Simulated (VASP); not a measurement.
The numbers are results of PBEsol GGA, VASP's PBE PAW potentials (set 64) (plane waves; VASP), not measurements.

VASP ran on this input.

### KPOINTS
```
Automatic mesh
0
Gamma
9 9 9
0 0 0
```

POSCAR:
```
BAs
1.0
  0.0000000000   2.3888204692   2.3888204692
  2.3888204692   0.0000000000   2.3888204692
  2.3888204692   2.3888204692   0.0000000000
B As
1 1
Direct
  0.2500000000   0.2500000000   0.2500000000
  0.0000000000   0.0000000000   0.0000000000
```

INCAR:
```
! general
SYSTEM =BAs
PREC   =Accurate
ENCUT  =520
LREAL  =.False.
LASPH  =.True.

! electronic loop
EDIFF  =1E-6
NELM   =100
ALGO   =Normal
LMAXMIX=4

! smearing
ISMEAR =0
SIGMA  =0.05

! functional
GGA    =PS

! ions
IBRION =2
NSW    =60
ISIF   =3
EDIFFG =-0.01

! output
LWAVE  =.False.
LCHARG =.False.
```

POTCAR, in this order: B As (PBE.64 set). Program: vasp_std.

Problem. Predict the energy per atom (σ→0).

Solution. 
```yaml
energy per atom (σ→0): -6102 meV/atom
```

File OSZICAR:
```
...
DAV:   6    -0.122806970495E+02    0.52974E+00   -0.15771E+00   576   0.638E+00    0.243E+00
DAV:   7    -0.122123550868E+02    0.68342E-01   -0.19986E-01   776   0.265E+00    0.902E-01
DAV:   8    -0.122030462459E+02    0.93088E-02   -0.20424E-02   624   0.946E-01    0.107E-01
DAV:   9    -0.122031746364E+02   -0.12839E-03   -0.48733E-04   680   0.184E-01    0.579E-02
DAV:  10    -0.122032393666E+02   -0.64730E-04   -0.13340E-04   584   0.787E-02    0.137E-02
DAV:  11    -0.122032418745E+02   -0.25078E-05   -0.37905E-06   856   0.170E-02    0.121E-02
DAV:  12    -0.122032415389E+02    0.33556E-06   -0.11416E-06   304   0.673E-03
   1 F= -.12203242E+02 E0= -.12203242E+02  d E =-.122032E+02
```

The structure comes from a computed database's BAs entry (F-43m); how it stands against other phases isn't given here. It was relaxed first. The start is the result of an earlier pass.
